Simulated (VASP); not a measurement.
Set up this calculation in VASP 6.6.1, as the native input.

* Task: relaxation of cell and atoms
* Functional: r2SCAN
* Potentials or basis: VASP PAW PBE potentials, release 64 (Sr_sv, O)
* Cutoff: 600 eV
* k mesh: 8 × 8 × 8
* Occupations: gaussian, width 0.02 eV
* Spin: no spin polarisation
* Further INCAR settings: ALGO = Normal; EDIFF = 1e-07; IBRION = 2; EDIFFG = -0.005; NSW = 90; ISIF = 3

The structure of SrO lies in POSCAR:

```
SrO
1.0
    0.0000000000      2.5806600000      2.5806600000
    2.5806600000      0.0000000000      2.5806600000
    2.5806600000      2.5806600000      0.0000000000
Sr O
1 1
Direct
    0.0000000000      0.0000000000      0.0000000000
    0.5000000000      0.5000000000      0.5000000000
```

These files were run (other wordings do the same):

INCAR

```
ALGO = Normal
EDIFF = 1E-7
EDIFFG = -0.005
ENCUT = 600
IBRION = 2
ISIF = 3
ISMEAR = 0
LASPH = T
LCHARG = F
LMIXTAU = T
LREAL = F
LWAVE = F
METAGGA = R2SCAN
NELM = 100
NSW = 90
PREC = Accurate
SIGMA = 0.02
```

KPOINTS

```
k-points
0
Gamma
  8 8 8
```

Potentials or basis: VASP PAW PBE potentials, release 64 (Sr_sv, O).

Launch:

```console
$ cat potpaw_PBE.64/Sr_sv/POTCAR potpaw_PBE.64/O/POTCAR > POTCAR
$ mpirun -np 1 vasp_std > vasp.out
```

Results of the run:

```yaml
Relaxed_volume: 17.25 Å³/atom
Relaxed_cell: a = 3.654 Å, b = 3.654 Å, c = 3.654 Å, α = 60.00°, β = 60.00°, γ = 60.00°
Space_group_after_relaxing_to_0.05_Å: Fm-3m (No. 225)
Energy_gained_by_relaxing: 0.1 meV/atom
Ionic_steps: 3
Pressure_after_relaxing: 0.0 GPa
Band_gap_on_the_k_mesh: 3.75 eV, indirect (least direct gap 3.85 eV)
```

Caveat: the PAW data sets were made with another functional, which shifts forces and pressure a little.

It took 4.6 min on 1 thread of Intel(R) Xeon(R) Platinum 8259CL CPU @ 2.50GHz (Skylake/Cascade Lake), on a shared host, peak memory 0.18 GiB.
